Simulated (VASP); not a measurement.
An input for Ansatz (written as the equivalent of a VASP run, and not itself run):

Ansatz 0.2 input:
```yaml
crystal:
  lattice:
    - [0.0000000, 2.9906740, 2.9906740]
    - [2.9906740, 0.0000000, 2.9906740]
    - [2.9906740, 2.9906740, 0.0000000]
  atoms:
    - { symbol: Hf, position: [0.0000000, 0.0000000, 0.0000000] }
    - { symbol: B, position: [0.2500000, 0.2500000, 0.2500000] }
kpoints:
  mp_grid: { grid: [10, 10, 10] }
hamiltonian:
  xc: pbesol
  pseudopotentials: { kind: paw }
scf:
  occupations: { method: methfessel_paxton, width: 0.1 }
  max_iter: 100
relax:
  max_steps: 60
  f_tol: 0.01
  cell: {}
output: { forces: true, stress: true, eigenvalues: true }
```

Translate this input to VASP (INCAR, KPOINTS, POSCAR, choice of POTCAR).

Several could match; the one computed here: 
INCAR:
```
SYSTEM = HfB
PREC = Accurate
ENCUT = 520
EDIFF = 1E-6
NELM = 100
ALGO = Normal
LREAL = .FALSE.
LASPH = .TRUE.
ISMEAR = 1
SIGMA = 0.1
GGA = PS
LMAXMIX = 6
LWAVE = .FALSE.
LCHARG = .FALSE.
IBRION = 2
ISIF = 3
NSW = 60
EDIFFG = -0.01
```

### POSCAR
```
HfB
1
    0.0000000000     2.9906740000     2.9906740000
    2.9906740000     0.0000000000     2.9906740000
    2.9906740000     2.9906740000     0.0000000000
Hf B
1 1
Direct
  0.0000000000   0.0000000000   0.0000000000
  0.2500000000   0.2500000000   0.2500000000
```

**KPOINTS**
```
Automatic mesh
0
Gamma
10 10 10
0 0 0
```

POTCAR, in this order: Hf_pv B (PBE.64 set). Program: vasp_std.

Limits of the translation: each code has its own PAW files, so the cut-off isn't converted (ENCUT is set for VASP's; basis.ecutwfc is left out, and Ansatz then takes the one that its files recommend); Ansatz stops its SCF on the density residual and VASP on the energy change (EDIFF).

The structure was generated: HfB was put into the zinc blende type (F-43m), which need not be its known phase. This run relaxes it. Symmetry was kept, so distortions that lower it aren't found.
